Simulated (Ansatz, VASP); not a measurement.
**FeCoSe2: VASP beside Ansatz**

```
Se Co Fe
1.0
     3.62780    0.00000    0.00000
    -1.81390    3.14177    0.00000
     0.00000    0.00000    5.30634
Se Co Fe
2 1 1
Cartesian
  1.8139 1.0473 3.9909
  0.0000 2.0945 1.3154
  0.0000 0.0000 2.6532
  0.0000 0.0000 0.0000
```

Change from the starting cell: volume scaled by 1.04.

Alike in both runs: task single point; functional PBE; k mesh 9 × 9 × 5; occupations fermi-dirac, width 0.05 eV; collinear spin, ferromagnetic start.

```csv
,VASP,Ansatz
version,VASP 6.6.1,Ansatz 0.2.0
potentials or method,"VASP PAW PBE potentials, release 64 (Se, Co, Fe)",Ansatz PAW
plane-wave cutoff (eV),520,420
valence electrons in the cell,29,65
```

```tsv
	VASP	Ansatz	Ansatz less VASP
gap on the k mesh at the Fermi level (eV)	none	none	-
pressure (GPa)	1.9	1.9	+0.05
largest component of the traceless stress (GPa)	0.82	0.74	-0.080
rms of the force components (eV/Å)	0.371	0.377	+0.0061
net moment per atom (μB)	0.56	0.57	+0.001
size of the moment on the site where the two differ most (μB)	0.13	0.16	+0.036
```

Site moments also hang on the region over which each program counts them. Atom by atom the forces differ by 0.006 eV/Å (rms over components). A gap of «none» marks a metal or a gap that the smearing closes. The two sets of potentials don't hold the same shells in valence.

Caveats: only a ferromagnetic start was run, and an antiferromagnetic order may lie lower in energy; the starting moments weren't kept (Ansatz).
